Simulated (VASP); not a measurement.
# Be27H2N in VASP: further runs

One slab, Be27H2N, is run at these levels: LDA; tasks: single point.

All numbers are computed with VASP 6.6.1; they aren't measurements. Logs are shortened: lines on timing, memory, paths and dates and some standing lists are left out, and cuts for length are marked.

### Step 1. The structure

The cell holds a slab with vacuum, 30 atoms: a = 6.870 Å, b = 6.870 Å, c = 17.588 Å, α = 90.00°, β = 90.00°, γ = 60.00°.

The cell was built by a generator and needn't be a form met in nature.

### Step 2. Single point, LDA

INCAR

```
PREC = Accurate ; ENCUT = 520
EDIFF = 1E-7 ; ISMEAR = -1
SIGMA = 0.1 ; LREAL = Auto
LASPH = T ; NELM = 80
ALGO = Fast ; ISIF = 2
LWAVE = F ; LCHARG = F
NBANDS = 52
```

KPOINTS

```
Automatic mesh
0
Gamma
  2 2 1
```

POSCAR

```
Be27H2N
1.0
    6.8700000000      0.0000000000      0.0000000000
    3.4350000000      5.9495950000      0.0000000000
    0.0000000000      0.0000000000     17.5884300000
Be N H
27 1 2
Direct
    0.0000000000      0.0000000000      0.0568555579
    0.3333333333      0.0000000000      0.0568555579
    0.6666666667      0.0000000000      0.0568555579
   -0.0000001401      0.3333336135      0.0568555579
    0.3333331933      0.3333336135      0.0568555579
    0.6666665266      0.3333336135      0.0568555579
   -0.0000002801      0.6666672269      0.0568555579
    0.3333330532      0.6666672269      0.0568555579
    0.6666663865      0.6666672269      0.0568555579
   -0.1117367264      0.2226874266      0.1619416855
    0.2226907235      0.2222168064      0.1601279932
    0.5550363362      0.2226201952      0.1600597666
   -0.1108758082      0.5559874244      0.1602644466
    0.2221581620      0.5555672277      0.1600085966
    0.5550127944      0.5556512670      0.1600768232
   -0.1109180864      0.8882117186      0.1601848488
    0.2228093051      0.8884134130      0.1601507355
    0.5554392832      0.8889176490      0.1602360188
    0.0006885192     -0.0012605900      0.2664933709
    0.3335293173     -0.0001008472      0.2627977597
    0.6666084425      0.0000000000      0.2631275219
    0.0006676277      0.3336865787      0.2672324932
    0.3333500011      0.3332999977      0.2631616352
    0.6651826939      0.3339723124      0.2656860220
    0.0001475321      0.6666336112      0.2631786919
    0.3333498611      0.6666336112      0.2631445786
    0.6664199789      0.6668689213      0.2634515986
    0.8922475760      0.2396969878      0.4357864801
    0.7523287125      0.2867253990      0.4703489737
    1.0320052028      0.1896431606      0.4707014782
```

Potentials or basis: VASP PAW LDA potentials, release 64 (Be, N, H).

Launch:

```
> cat potpaw_LDA.64/Be/POTCAR potpaw_LDA.64/N/POTCAR potpaw_LDA.64/H/POTCAR > POTCAR
> mpirun -np 1 vasp_std > vasp.out
```

OUTCAR:

```text
PREC = Accurate
   ENCUT = 520
   EDIFF = 1E-7
   ISMEAR = -1
   LREAL = Auto
   LASPH = T
   NELM = 80
   ISIF = 2

 ion  position               nearest neighbor table
   1  0.000  0.000  0.057-  17 2.25  16 2.25  10 2.27   7 2.29   8 2.29   3 2.29   2 2.29   6 2.29
                             4 2.29
   2  0.333  0.000  0.057-  17 2.25  11 2.25  18 2.25   8 2.29   9 2.29   1 2.29   3 2.29   4 2.29
                             5 2.29
   3  0.667  0.000  0.057-  12 2.25  16 2.25  18 2.25   7 2.29   9 2.29   1 2.29   2 2.29   6 2.29
                             5 2.29
   4  1.000  0.333  0.057-  11 2.25  13 2.25  10 2.27   6 2.29   5 2.29   9 2.29   7 2.29   2 2.29
                             1 2.29
   5  0.333  0.333  0.057-  12 2.24  14 2.24  11 2.25   6 2.29   4 2.29   8 2.29   7 2.29   3 2.29
                             2 2.29
   6  0.667  0.333  0.057-  12 2.25  15 2.25  10 2.27   5 2.29   4 2.29   9 2.29   8 2.29   3 2.29
                             1 2.29
   7  1.000  0.667  0.057-  14 2.24  16 2.25  13 2.25   1 2.29   3 2.29   8 2.29   9 2.29   5 2.29
                             4 2.29
   8  0.333  0.667  0.057-  15 2.24  14 2.25  17 2.25   2 2.29   1 2.29   9 2.29   7 2.29   5 2.29
                             6 2.29
   9  0.667  0.667  0.057-  15 2.25  18 2.25  13 2.25   2 2.29   3 2.29   8 2.29   7 2.29   6 2.29
[... 22 lines left out ...]
                            19 2.29
  21  0.667  0.000  0.263-  18 2.24  16 2.24  12 2.25  20 2.29  27 2.29  23 2.29  24 2.29  25 2.29
                            19 2.29
  22  0.001  0.334  0.267-  10 2.28  23 2.29  25 2.29  20 2.29  27 2.29  13 2.30  11 2.30  19 2.30
                            24 2.30
  23  0.333  0.333  0.263-  11 2.24  12 2.24  14 2.25  24 2.28  22 2.29  25 2.29  21 2.29  20 2.29
                            26 2.29
  24  0.665  0.334  0.266-  10 2.26  12 2.28  15 2.28  23 2.28  26 2.28  21 2.29  27 2.29  22 2.30
                            19 2.30
  25  0.000  0.667  0.263-  13 2.24  16 2.24  14 2.24  19 2.28  22 2.29  26 2.29  23 2.29  21 2.29
                            27 2.29
  26  0.333  0.667  0.263-  17 2.24  15 2.24  14 2.24  24 2.28  19 2.28  27 2.29  25 2.29  23 2.29
                            20 2.29
  27  0.666  0.667  0.263-  18 2.25  13 2.25  15 2.25  20 2.29  26 2.29  21 2.29  24 2.29  25 2.29
                            22 2.29
  28  0.892  0.240  0.436-  30 1.04  29 1.04
  29  0.752  0.287  0.470-  28 1.04
  30  0.032  0.190  0.471-  28 1.04

  LATTYP: Found a hexagonal cell.
 ALAT       =     6.8700004122
 C/A-ratio  =     2.5601788857

  Lattice vectors:

 A1 = (  -3.4350000000,  -5.9495950000,   0.0000000000)
 A2 = (   6.8700000000,   0.0000000000,   0.0000000000)
 A3 = (   0.0000000000,   0.0000000000,  17.5884300000)

Analysis of symmetry for initial positions (statically):
=====================================================================
 Subroutine PRICEL returns:
 Original cell was already a primitive cell.

 Routine SETGRP: Setting up the symmetry group for a
 hexagonal supercell.
[... 169 lines left out ...]
   ISMEAR =    -1;   SIGMA  =   0.10  broadening in eV -4-tet -1-fermi 0-gaus
   EFERMI_NEDOS =   21; number of points for ismear=-14 and -15
   IALGO  =     68    algorithm
   IMIX   =      4    mixing-type and parameters
     AMIX     =   0.40;   BMIX     =  1.00
     AMIX_MAG =   1.60;   BMIX_MAG =  1.00
  volume/ion in A,a.u.               =      23.96       161.71
  Fermi-wavevector in a.u.,A,eV,Ry     =   0.719384  1.359439  7.041205  0.517514
  Thomas-Fermi vector in A             =   1.808566
   LORBIT       =      0    0 simple, 1 ext, 2 COOP (PROOUT), +10 PAW based schemes
   GGA     = CA    functional components
   LHFCALC =     F    Hartree Fock is set to
   AEXX    =    0.0000 exact exchange contribution
   IVDW    =     0    specifies the selected vdW correction
   LEPSILON=     F    determine dielectric tensor
   LRPA    =     F    only Hartree local field effects (RPA)
 non-spin polarized calculation
 RMM-DIIS sequential band-by-band and
  energy-cutoff  :      520.00
  volume of cell :      718.90
 maximum number of plane-waves:     19378
 NGX is ok and might be reduce to    54
   NGX = 25   NGY = 25   NGZ = 65

 number of electron      61.0000000 magnetization

 Free energy of the ion-electron system (eV)
  ---------------------------------------------------
  ext. energy  EPLUGINS =         0.00000000
  ---------------------------------------------------
  free energy    TOTEN  =      -116.33476398 eV

  energy without entropy =     -115.75219157  energy(sigma->0) =     -116.04347777

 E-fermi :  -1.8475     XC(G=0):  -4.8294

 val. band max:       -1.8529357608   @ k =   0.0000   0.5000   0.0000
 cond. band min:      -1.8355631093   @ k =   0.5000  -0.0000   0.0000
 fundamental gap:      0.0173726515
 Fermi energy:        -1.8474858173

 k-point     1 :       0.0000    0.0000    0.0000
  band No.  band energies     occupation
      1     -15.9401      2.00000
      2     -11.2671      2.00000
      3      -9.1256      2.00000
      4      -8.1719      2.00000
      5      -8.1705      2.00000
      6      -8.1697      2.00000
[... 169 lines left out ...]
     41       2.1457      0.00000
     42       2.1648      0.00000
 [bands above 42 left out]

------------------------ aborting loop because EDIFF is reached ----------------------------------------

  FORCE on cell =-STRESS in cart. coord.  units (eV):
  Direction    XX          YY          ZZ          XY          YZ          ZX
  --------------------------------------------------------------------------------------
  -------------------------------------------------------------------------------------
  Total      -27.8016293    -27.3019772     -3.0891364      0.1941986     -0.0084796      0.0626687
  in kB      -61.9597442    -60.8462008     -6.8845641      0.4327982     -0.0188980      0.1396658
  external PRESSURE =     -43.2301697 kB  Pullay stress =       0.0000000 kB

 VOLUME and BASIS-vectors are now :
 -----------------------------------------------------------------------------
  energy-cutoff  :      520.00
  volume of cell :      718.90
      direct lattice vectors                 reciprocal lattice vectors
     6.870000000  0.000000000  0.000000000     0.145560408 -0.084039334  0.000000000
     3.435000000  5.949595000  0.000000000     0.000000000  0.168078668  0.000000000
     0.000000000  0.000000000 17.588430000     0.000000000  0.000000000  0.056855558

 POSITION                                       TOTAL-FORCE (eV/Angst)
 -----------------------------------------------------------------------------------
      0.00000      0.00000      1.00000         0.007586      0.000085      0.049829
      2.29000      0.00000      1.00000         0.028156     -0.015962     -0.013338
      4.58000      0.00000      1.00000        -0.028669     -0.009408      0.022511
      8.01500      1.98320      1.00000         0.000018     -0.011660      0.070559
      3.43500      1.98320      1.00000        -0.002862      0.008653      0.004209
      5.72500      1.98320      1.00000         0.003011     -0.006042      0.052489
[... 22 lines left out ...]
      6.15340      1.70590      8.27270         0.391934     -0.149517     -0.093009
      0.87130      1.12830      8.27890        -0.396467      0.132147     -0.088349
 -----------------------------------------------------------------------------------
    total drift:                                0.000021     -0.000759      0.005866

  FREE ENERGIE OF THE ION-ELECTRON SYSTEM (eV)
  ---------------------------------------------------
  free  energy   TOTEN  =      -116.3347639750 eV

  energy  without entropy=     -115.7521915713  energy(sigma->0) =     -116.04347777
```

OSZICAR:

```text
N       E                     dE             d eps       ncg     rms          rms(c)
DAV:   1     0.198204715397E+03    0.19820E+03   -0.19653E+04   416   0.856E+02
DAV:   2    -0.977924534897E+02   -0.29600E+03   -0.28306E+03   568   0.168E+02
DAV:   3    -0.123679965558E+03   -0.25888E+02   -0.24057E+02   536   0.446E+01
[... 19 lines left out ...]
RMM:  23    -0.116334762247E+03   -0.29229E-05   -0.97962E-07   435   0.167E-03    0.207E-03
RMM:  24    -0.116334763595E+03   -0.13481E-05   -0.38954E-07   351   0.988E-04    0.377E-04
RMM:  25    -0.116334763778E+03   -0.18259E-06   -0.67950E-08   273   0.520E-04    0.621E-04
RMM:  26    -0.116334763961E+03   -0.18344E-06   -0.32145E-08   247   0.398E-04    0.880E-05
RMM:  27    -0.116334763975E+03   -0.14084E-07   -0.68955E-09   209   0.269E-04
   1 F= -.11633476E+03 E0= -.11604348E+03  d E =-.582572E+00
```

It took 15 min on 1 thread of AMD EPYC 7R43 (Zen 3), shared host; peak memory 0.57 GiB.

Results:

```yaml
Free_energy: -116.3348 eV
Largest_force: 0.430 eV/Å
Band_gap_on_the_k_mesh: none (metal or under the smearing width)
```

Forces on the atoms (eV/Å):
```
Be   0.008  0.000  0.050
Be   0.028 -0.016 -0.013
Be  -0.029 -0.009  0.023
Be   0.000 -0.012  0.071
Be  -0.003  0.009  0.004
Be   0.003 -0.006  0.052
Be   0.018 -0.001  0.002
Be  -0.019  0.005  0.010
Be  -0.005  0.028  0.031
Be  -0.015  0.011  0.050
Be   0.004 -0.013  0.009
Be   0.006  0.004  0.009
Be   0.007  0.011  0.009
Be  -0.007  0.004  0.025
Be  -0.003 -0.007  0.006
Be  -0.005 -0.011  0.010
Be   0.014  0.002  0.010
Be  -0.007  0.005  0.030
Be  -0.001 -0.013  0.059
Be   0.004 -0.004 -0.003
Be  -0.003 -0.004  0.006
Be   0.002  0.005  0.088
Be  -0.002  0.002  0.018
Be  -0.014  0.007  0.019
Be   0.001 -0.001  0.009
Be  -0.002  0.000  0.015
Be  -0.001  0.005  0.002
N    0.025  0.017 -0.420
H    0.392 -0.150 -0.093
H   -0.396  0.132 -0.088
```

Caveat: the k mesh is coarse (spacing up to 0.53 Å⁻¹), so the values aren't converged.

(Part 1 of 2 ends here.)
